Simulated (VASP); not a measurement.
Output of a VASP run:

OUTCAR:
```
 ion  position               nearest neighbor table
   1  0.000  0.000  0.000-
  LATTYP: Found a face centered cubic cell.
 ALAT       =     3.8459092286
 Subroutine PRICEL returns:
 Original cell was already a primitive cell.
 Subroutine GETGRP returns: Found 48 space group operations
The static configuration has the point symmetry O_h .
The dynamic configuration has the point symmetry O_h .
 Subroutine INISYM returns: Found 48 space group operations
 Subroutine IBZKPT returns following result:
 Found    145 irreducible k-points:

 Following reciprocal coordinates:
            Coordinates               Weight
  0.000000  0.000000  0.000000      1.000000
  0.062500  0.000000  0.000000      8.000000
  0.125000  0.000000  0.000000      8.000000
  0.187500  0.000000  0.000000      8.000000
  0.250000  0.000000  0.000000      8.000000
  0.312500  0.000000  0.000000      8.000000
  0.375000  0.000000  0.000000      8.000000
  0.437500  0.000000  0.000000      8.000000
  0.500000  0.000000  0.000000      4.000000
  0.062500  0.062500  0.000000      6.000000
  0.125000  0.062500  0.000000     24.000000
  0.187500  0.062500  0.000000     24.000000
  0.250000  0.062500  0.000000     24.000000
  0.312500  0.062500  0.000000     24.000000
  0.375000  0.062500  0.000000     24.000000
  0.437500  0.062500  0.000000     24.000000
  0.500000  0.062500  0.000000     24.000000
 -0.437500  0.062500  0.000000     24.000000
 -0.375000  0.062500  0.000000     24.000000
 -0.312500  0.062500  0.000000     24.000000
 -0.250000  0.062500  0.000000     24.000000
 -0.187500  0.062500  0.000000     24.000000
 -0.125000  0.062500  0.000000     24.000000
 -0.062500  0.062500  0.000000     12.000000
  0.125000  0.125000  0.000000      6.000000
  0.187500  0.125000  0.000000     24.000000
  0.250000  0.125000  0.000000     24.000000
  0.312500  0.125000  0.000000     24.000000
  0.375000  0.125000  0.000000     24.000000
  0.437500  0.125000  0.000000     24.000000
  0.500000  0.125000  0.000000     24.000000
 -0.437500  0.125000  0.000000     24.000000
 -0.375000  0.125000  0.000000     24.000000
 -0.312500  0.125000  0.000000     24.000000
 -0.250000  0.125000  0.000000     24.000000
 -0.187500  0.125000  0.000000     24.000000
 -0.125000  0.125000  0.000000     12.000000
  0.187500  0.187500  0.000000      6.000000
  0.250000  0.187500  0.000000     24.000000
  0.312500  0.187500  0.000000     24.000000
   k-points           NKPTS =    145   k-points in BZ     NKDIM =    145   number of bands    NBANDS=      8
   number of dos      NEDOS =    301   number of ions     NIONS =      1
   total plane-waves  NPLWV =   8000
   dimension x,y,z NGX =    20 NGY =   20 NGZ =   20
   dimension x,y,z NGXF=    40 NGYF=   40 NGZF=   40
   ions per type =               1
   PREC   = accura    normal or accurate (medium, high low for compatibility)
   ISTART =      0    job   : 0-new  1-cont  2-samecut
   ICHARG =      2    charge: 1-file 2-atom 10-const
   ISPIN  =      1    spin polarized calculation?
   LNONCOLLINEAR =      F non collinear calculations
   LSORBIT =      F    spin-orbit coupling
   INIWAV =      1    electr: 0-lowe 1-rand  2-diag
   ENCUT  =  520.0 eV  38.22 Ry    6.18 a.u.   5.06  5.06  5.06*2*pi/ulx,y,z
   NELM   =    100;   NELMIN=  2; NELMDL= -5     # of ELM steps
   EDIFF  = 0.1E-06   stopping-criterion for ELM
   LREAL  =      F    real-space projection
   NLSPLINE    = F    spline interpolate recip. space projectors
   LMAXMIX     =    6 max onsite mixed and CHGCAR
   VOSKOWN=      0    Vosko Wilk Nusair interpolation
   EDIFFG = 0.1E-05   stopping-criterion for IOM
   NSW    =      0    number of steps for IOM
   NBLOCK =      1;   KBLOCK =      1    inner block; outer block
   IBRION =     -1    ionic relax: 0-MD 1-quasi-New 2-CG
   NFREE  =      0    steps in history (QN), initial steepest desc. (CG)
...
```

### OSZICAR
```
       N       E                     dE             d eps       ncg     rms          rms(c)
DAV:   1     0.461419111323E+02    0.46142E+02   -0.45399E+03  2384   0.103E+03
DAV:   2    -0.600647631435E+01   -0.52148E+02   -0.50426E+02  2328   0.205E+02
DAV:   3    -0.664213937586E+01   -0.63566E+00   -0.63447E+00  3376   0.311E+01
DAV:   4    -0.664588098994E+01   -0.37416E-02   -0.37394E-02  2968   0.168E+00
DAV:   5    -0.664590172077E+01   -0.20731E-04   -0.20730E-04  3456   0.842E-02    0.145E+01
DAV:   6    -0.623445491266E+01    0.41145E+00   -0.86409E-01  2680   0.129E+01    0.616E+00
DAV:   7    -0.615857624329E+01    0.75879E-01   -0.25186E-01  3096   0.650E+00    0.155E+00
DAV:   8    -0.615288982309E+01    0.56864E-02   -0.40868E-03  2648   0.100E+00    0.354E-01
DAV:   9    -0.615270664879E+01    0.18317E-03   -0.19886E-04  3080   0.134E-01    0.155E-02
DAV:  10    -0.615271437679E+01   -0.77280E-05   -0.55099E-06  2912   0.281E-02    0.241E-03
DAV:  11    -0.615271474824E+01   -0.37146E-06   -0.14521E-07  3200   0.459E-03    0.188E-03
DAV:  12    -0.615271457777E+01    0.17047E-06   -0.15659E-08  1384   0.174E-03    0.323E-04
DAV:  13    -0.615271456080E+01    0.16974E-07   -0.58812E-10  1360   0.259E-04
   1 F= -.61527146E+01 E0= -.61525891E+01  d E =-.376521E-03
```

File OUTCAR:
```
------------------------ aborting loop because EDIFF is reached ----------------------------------------
  FORCE on cell =-STRESS in cart. coord.  units (eV):
  Direction    XX          YY          ZZ          XY          YZ          ZX
  --------------------------------------------------------------------------------------
  Total        1.0318820      1.0318820      1.0318820      0.0000000      0.0000000      0.0000000
  in kB      116.2528235    116.2528235    116.2528235      0.0000000      0.0000000      0.0000000
  external PRESSURE =     116.2528235 kB  Pullay stress =       0.0000000 kB
  volume of cell :       14.22
      direct lattice vectors                 reciprocal lattice vectors
     0.000000000  1.922954614  1.922954614    -0.260016537  0.260016537  0.260016537
     1.922954614  0.000000000  1.922954614     0.260016537 -0.260016537  0.260016537
     1.922954614  1.922954614  0.000000000     0.260016537  0.260016537 -0.260016537
 POSITION                                       TOTAL-FORCE (eV/Angst)
 -----------------------------------------------------------------------------------
      0.00000      0.00000      0.00000        -0.000000      0.000000      0.000000
 -----------------------------------------------------------------------------------
    total drift:                                0.000000      0.000000     -0.000000
  FREE ENERGIE OF THE ION-ELECTRON SYSTEM (eV)
  ---------------------------------------------------
  free  energy   TOTEN  =        -6.1527145608 eV

  energy  without entropy=       -6.1523380398  energy(sigma->0) =       -6.15258905
```
(Selected blocks of OUTCAR.)

### POSCAR
```
Ir
1
    0.0000000000     1.9229546143     1.9229546143
    1.9229546143     0.0000000000     1.9229546143
    1.9229546143     1.9229546143     0.0000000000
Ir
1
Direct
  0.0000000000   0.0000000000   0.0000000000
```

Reconstruct the remaining input files.

One answer among several that fit: the input of the run itself, optB88-vdW, plane waves, VASP's PBE PAW potentials (set 64).

### INCAR
```
LASPH = .TRUE.
ISMEAR = 1
NELM = 100
SYSTEM = Ir
EDIFF = 1E-7   ! SCF stop (eV)
LMAXMIX = 6
LWAVE = .FALSE.
ALGO = Normal   ! blocked Davidson
PARAM1 = 0.1833333333
ENCUT = 520   ! plane-wave cut-off (eV)
AGGAC = 0.0
PARAM2 = 0.22
LCHARG = .FALSE.
LUSE_VDW = .TRUE.
PREC = Accurate
LREAL = .FALSE.   ! projection in real space or not
ISIF = 2
SIGMA = 0.1   ! width (eV)
GGA = BO
```

KPOINTS:
```
Automatic mesh
0
Gamma
16 16 16
0 0 0
```

POTCAR, in this order: Ir (PBE.64 set). Program: vasp_std.

The compound is Ir in the fcc structure. This cell is one point of a volume scan, at 0.97 of the reference volume.
